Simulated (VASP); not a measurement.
Consider the following.

```xyz
2
Lattice="0.0000 2.8698 2.8698 2.8698 0.0000 2.8698 2.8698 2.8698 0.0000" Properties=species:S:1:pos:R:3 pbc="T T T"
Zn     2.8698     5.7397     2.8698
Se     1.4349     1.4349     1.4349
```

Computed with HSEsol screened hybrid, VASP's PBE PAW potentials (set 64) (plane waves; VASP). Settings: 520 eV cut-off, 6×6×6 Γ-centred mesh, Gaussian smearing of 0.050 eV, potentials Zn Se.

Problem. Give the stress tensor in GPa (positive for a compressed cell).

Solution. 
```
-3.42   0.00   0.00
 0.00  -3.42   0.00
 0.00   0.00  -3.42
```
The pressure is its mean diagonal, -3.42 GPa.

The compound is ZnSe in the zinc blende structure. It was relaxed first. The cell's shape comes from a PBE relaxation.
